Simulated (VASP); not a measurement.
Bi3SbO3, 7 atoms in the cell. Symmetry: P6/mmm, No. 191, hexagonal system. Conventional cell: a = 5.838 Å, b = 5.838 Å, c = 6.139 Å, α = 90.00°, β = 90.00°, γ = 120.00°. Sb (site symmetry 6/mmm) is surrounded by 6 O at 2.92 Å. Around Bi (site symmetry mmm) lie 4 Bi at 2.92 Å and 2 O at 3.07 Å. Around O (site symmetry mmm) lie 2 Sb at 2.92 Å and 4 O at 2.92 Å and 2 Bi at 3.07 Å. The cell was built by a generator and needn't be a form met in nature.

* Program: VASP 6.6.1
* Task: relaxation of cell and atoms
* Functional: PBE
* Potentials or basis: VASP PAW PBE potentials, release 64 (Sb, Bi_d, O)
* Cutoff: 520 eV
* k mesh: 3 × 3 × 3
* Occupations: gaussian, width 0.15 eV
* Spin: no spin polarisation
* Further INCAR settings: PREC = Normal; ALGO = Fast; EDIFF = 0.0001; IBRION = 2; EDIFFG = -0.08; NSW = 24; ISIF = 3

Potentials or basis: VASP PAW PBE potentials, release 64 (Sb, Bi_d, O).

The run is started by

```bash
$ cat potpaw_PBE.64/Sb/POTCAR potpaw_PBE.64/Bi_d/POTCAR potpaw_PBE.64/O/POTCAR > POTCAR
$ mpirun -np 1 vasp_std > vasp.out
```

Hardware: 1 thread of Intel(R) Xeon(R) Platinum 8488C (Sapphire Rapids), on a shared host.

Task: How long does it take, and how much memory?

Result: It took 2.8 min on 1 thread of Intel(R) Xeon(R) Platinum 8488C (Sapphire Rapids) (shared host), peak memory 0.23 GiB. Counts: scf iterations 84, k points 6, ion steps 8.
